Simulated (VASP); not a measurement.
NiAl (CsCl type) relaxed at rising pressure, in one space group throughout; other phases were not tried. The pressures are those reached. Method: PBE GGA, VASP's PBE PAW potentials (set 64) (plane waves; VASP).

| P (GPa) | V (Å³/atom) | k-mesh |
|---|---|---|
| -0.06 | 12.103 | 13×13×13 |
| 4.99 | 11.748 | 13×13×13 |
| 9.98 | 11.446 | 13×13×13 |
| 19.83 | 10.947 | 13×13×13 |
| 29.80 | 10.536 | 13×13×13 |

### Question
Fit an equation of state and predict the volume at 45.00 GPa.

### Answer
Least squares on the third-order Birch-Murnaghan form, P = (3B0/2)(y⁷ − y⁵)[1 + (3/4)(B′ − 4)(y² − 1)] with y = (V0/V)^(1/3), gives V0 = 12.098 Å³/atom, B0 = 160 GPa and B′ = 4.3, and so 10.030 Å³/atom. The run gave 10.028 Å³/atom, -0.0 % from the fit.

Pressures at which the relaxation failed are left out.

The compound is NiAl in the CsCl type structure. The run is not spin-polarised, so no magnetic state was tried. The electron count is odd and the run is not spin-polarised, which forces a metal.
